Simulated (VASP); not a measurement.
Here is a VASP 6.6.1 calculation.

INCAR

```
ALGO = Normal
EDIFF = 1E-7
ENCUT = 520
GGA = PE
ISIF = 2
ISMEAR = 0
LASPH = T
LCHARG = T
LELF = T
LREAL = F
LVACPOTAV = T
LVHAR = T
LWAVE = F
NBANDS = 23
NELM = 80
PREC = Accurate
SIGMA = 0.01
```

File KPOINTS:

```
k-points
0
Gamma
  1 1 1
```

File POSCAR:

```
SiB2H3OF
1.0
   13.0000000000      0.0000000000      0.0000000000
    0.0000000000     13.0000000000      0.0000000000
    0.0000000000      0.0000000000     13.0000000000
F B O Si H
1 2 1 1 3
Direct
    0.4571990000      0.4292570000      0.6557750000
    0.4873650000      0.4686100000      0.5672620000
    0.5715870000      0.5674980000      0.5252960000
    0.5554650000      0.5544910000      0.4196800000
    0.4679640000      0.4565590000      0.4150870000
    0.6325090000      0.6294540000      0.5571570000
    0.3676700000      0.4939900000      0.3586900000
    0.5114850000      0.3756360000      0.3494310000
```

Potentials or basis: VASP PAW PBE potentials, release 64 (F, B, O, Si, H).

Command:

```bash
$ cat potpaw_PBE.64/F/POTCAR potpaw_PBE.64/B/POTCAR potpaw_PBE.64/O/POTCAR potpaw_PBE.64/Si/POTCAR potpaw_PBE.64/H/POTCAR > POTCAR
$ mpirun -np 1 vasp_gam > vasp.out
```

(1) What does it give for the gap between the frontier levels?

(2) Estimate the largest force.

Results:

(1) 2.13 eV.

(2) 1.753 eV/Å.
